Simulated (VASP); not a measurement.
```
Hg3ZnS4
1.0
    5.85712     0.00000     0.00000
    0.00000     5.85712     0.00000
    0.00000     0.00000     5.85712
Zn S Hg
1 4 3
Direct
  0.00000   0.00000   0.00000
  0.23455   0.23455   0.23455
  0.76545   0.76545   0.23455
  0.76545   0.23455   0.76545
  0.23455   0.76545   0.76545
  0.50000   0.50000   0.00000
  0.50000   0.00000   0.50000
  0.00000   0.50000   0.50000
```

Method: PBE GGA, VASP's PBE PAW potentials (set 64) (plane waves; VASP 6.6.1). Settings: 400 eV cut-off, 4×4×4 Γ-centred mesh, Gaussian smearing of 0.050 eV, potentials Zn S Hg.

Unless said otherwise, spin-orbit coupling is left out, though it shifts the bands of the heavy elements here.

Question: What does the run give for the energy per atom (σ→0), band gap (on the k-mesh) with the smallest direct gap where there is one?

Answer: 
| Quantity | Value |
|---|---|
| band gap (on the k-mesh) | none (metal, semimetal or under 0.01 eV) |
| energy per atom (σ→0) | -2.550 eV/atom |

The structure was generated: Hg3ZnS4 was put into an ordered model structure (P-43m), which need not be its known phase. It was relaxed first, which changed the volume by +6 %.
